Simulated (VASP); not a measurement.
An input for Quantum ESPRESSO's pw.x (written as the equivalent of a VASP run, and not itself run):

```
&CONTROL
  calculation = 'scf'
  pseudo_dir = './pseudo'
  outdir = './out'
  tprnfor = .true.
  tstress = .true.
/
&SYSTEM
  ibrav = 0
  nat = 3
  ntyp = 2
  ecutwfc = 74
  occupations = 'smearing'
  smearing = 'gaussian'
  degauss = 0.003675
  input_dft = 'pbe'
/
&ELECTRONS
  conv_thr = 7.3e-08
  electron_maxstep = 100
/
ATOMIC_SPECIES
  K 39.098 K.upf
  S 32.060 S.upf
CELL_PARAMETERS angstrom
     0.0000000    3.7050000    3.7050000
     3.7050000    0.0000000    3.7050000
     3.7050000    3.7050000    0.0000000
ATOMIC_POSITIONS crystal
  K    0.2500000  0.2500000  0.2500000
  K    0.7500000  0.7500000  0.7500000
  S    0.0000000  0.0000000  0.0000000
K_POINTS automatic
  4 4 4 0 0 0
```

Q: Write the VASP files for the same calculation (PBE).

A: This is not unique; one that fits is 
File KPOINTS:
```
Automatic
0
Gamma
 4 4 4
0 0 0
```

**INCAR**
```
! general
SYSTEM = K2S
PREC   = Accurate
ENCUT  = 400
LREAL  = .False.
LASPH  = .True.

! electronic loop
EDIFF  = 1E-6
NELM   = 100
ALGO   = Normal

! smearing
ISMEAR = 0
SIGMA  = 0.05

! functional
GGA    = PE

! ions
ISIF   = 2

! output
LWAVE  = .False.
LCHARG = .False.
```

POSCAR:
```
K2S
1
    0.0000000000     3.7050000000     3.7050000000
    3.7050000000     0.0000000000     3.7050000000
    3.7050000000     3.7050000000     0.0000000000
K S
2 1
Direct
  0.2500000000   0.2500000000   0.2500000000
  0.7500000000   0.7500000000   0.7500000000
  0.0000000000   0.0000000000   0.0000000000
```

POTCAR, in this order: K_sv S (PBE.64 set). Program: vasp_std.

The two are equivalent in intent, not identical: the potentials are each code's own (VASP's PAW set, PseudoDojo norm-conserving files in pw.x), so ENCUT and ecutwfc are chosen apart and not converted; conv_thr bounds pw.x's estimated SCF error, while EDIFF bounds the energy change between steps.

The compound is K2S in the antifluorite structure. The cell was not relaxed at this level.
